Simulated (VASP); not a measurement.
Output of a VASP run:

### OSZICAR
```
       N       E                     dE             d eps       ncg     rms          rms(c)
DAV:   1     0.937101098178E+01    0.93710E+01   -0.33143E+03   464   0.778E+02
DAV:   2    -0.862813671506E+01   -0.17999E+02   -0.17549E+02   696   0.840E+01
DAV:   3    -0.887158349076E+01   -0.24345E+00   -0.24345E+00   584   0.123E+01
DAV:   4    -0.887251166296E+01   -0.92817E-03   -0.92817E-03   720   0.852E-01
DAV:   5    -0.887251270804E+01   -0.10451E-05   -0.10451E-05   632   0.234E-02    0.547E+00
DAV:   6    -0.874062511807E+01    0.13189E+00   -0.10165E-01   552   0.167E+00    0.337E+00
DAV:   7    -0.868183314463E+01    0.58792E-01   -0.19933E-01   584   0.242E+00    0.274E-01
DAV:   8    -0.868244168008E+01   -0.60854E-03   -0.56636E-03   536   0.539E-01    0.699E-02
DAV:   9    -0.868246856324E+01   -0.26883E-04   -0.17885E-04   728   0.967E-02    0.635E-02
DAV:  10    -0.868249419164E+01   -0.25628E-04   -0.60034E-05   496   0.582E-02    0.422E-02
DAV:  11    -0.868249436757E+01   -0.17593E-06   -0.10744E-06   672   0.877E-03    0.781E-03
DAV:  12    -0.868249436744E+01    0.12858E-09   -0.14572E-08   456   0.114E-03
   1 F= -.86824944E+01 E0= -.86824944E+01  d E =-.123948E-12
```

OUTCAR:
```
------------------------ aborting loop because EDIFF is reached ----------------------------------------
  FORCE on cell =-STRESS in cart. coord.  units (eV):
  Direction    XX          YY          ZZ          XY          YZ          ZX
  --------------------------------------------------------------------------------------
  Total        1.5552677      1.5552677      1.5552677     -0.0000000      0.0000000     -0.0000000
  in kB       65.6374618     65.6374618     65.6374618     -0.0000000      0.0000000     -0.0000000
  external PRESSURE =      65.6374618 kB  Pullay stress =       0.0000000 kB
  volume of cell :       37.96
      direct lattice vectors                 reciprocal lattice vectors
     0.000000000  2.667542320  2.667542320    -0.187438451  0.187438451  0.187438451
     2.667542320  0.000000000  2.667542320     0.187438451 -0.187438451  0.187438451
     2.667542320  2.667542320  0.000000000     0.187438451  0.187438451 -0.187438451
 POSITION                                       TOTAL-FORCE (eV/Angst)
 -----------------------------------------------------------------------------------
      0.00000      0.00000      0.00000        -0.000000     -0.000000     -0.000000
      1.33377      1.33377      1.33377         0.000000      0.000000      0.000000
 -----------------------------------------------------------------------------------
    total drift:                                0.000000      0.000000     -0.000000
  FREE ENERGIE OF THE ION-ELECTRON SYSTEM (eV)
  ---------------------------------------------------
  free  energy   TOTEN  =        -8.6824943674 eV

  energy  without entropy=       -8.6824943674  energy(sigma->0) =       -8.68249437
```
(Selected blocks of OUTCAR.)

### POSCAR
```
Si
1
    0.0000000000     2.6675423196     2.6675423196
    2.6675423196     0.0000000000     2.6675423196
    2.6675423196     2.6675423196     0.0000000000
Si
2
Direct
  0.0000000000   0.0000000000   0.0000000000
  0.2500000000   0.2500000000   0.2500000000
```

### Question
Reconstruct the remaining input files.

### Answer
One answer among several that fit: the input of the run itself, vdW-DF-cx, plane waves, VASP's PBE PAW potentials (set 64).

KPOINTS:
```
Automatic mesh
0
Gamma
  8 8 8
0 0 0
```

**INCAR**
```
! general
SYSTEM   = Si
PREC     = Accurate
ENCUT    = 520
LREAL    = .FALSE.   ! projection in real space or not
LASPH    = .TRUE.   ! aspherical one-centre terms

! electronic loop
EDIFF    = 1E-7
NELM     = 100   ! most electronic steps
ALGO     = Normal   ! blocked Davidson

! smearing
ISMEAR   = 0   ! Gaussian
SIGMA    = 0.05   ! width (eV)

! functional
GGA      = CX
LUSE_VDW = .TRUE.
AGGAC    = 0.0

! ions
ISIF     = 2   ! forces and stress, cell fixed

! output
LWAVE    = .FALSE.
LCHARG   = .FALSE.
```

POTCAR, in this order: Si (PBE.64 set). Program: vasp_std.

The compound is Si in the diamond structure. This cell is one point of a volume scan, at 0.94 of the reference volume.
